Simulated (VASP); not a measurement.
```
CELL_PARAMETERS angstrom
      0.00000     2.50696     2.50696
      2.50696     0.00000     2.50696
      2.50696     2.50696     0.00000
ATOMIC_POSITIONS crystal
  Zr 0.00000 0.00000 0.00000
  O  0.25000 0.25000 0.25000
  O  0.75000 0.75000 0.75000
```

These are PBE GGA, VASP's PBE PAW potentials (set 64) (plane waves; VASP 6.6.1) values and carry that method's errors. Settings: 520 eV cut-off, 8×8×8 Γ-centred mesh, Gaussian smearing of 0.050 eV, potentials Zr_sv O.

Give the stress tensor in GPa (positive for a compressed cell).

```
16.60   0.00   0.00
 0.00  16.60   0.00
 0.00   0.00  16.60
```
The pressure is its mean diagonal, 16.60 GPa.

The compound is ZrO2 in the fluorite structure, the high-temperature cubic form, which is unstable at 0 K; the monoclinic form is the stable one. This cell is one point of a volume scan, at 0.94 of the reference volume.
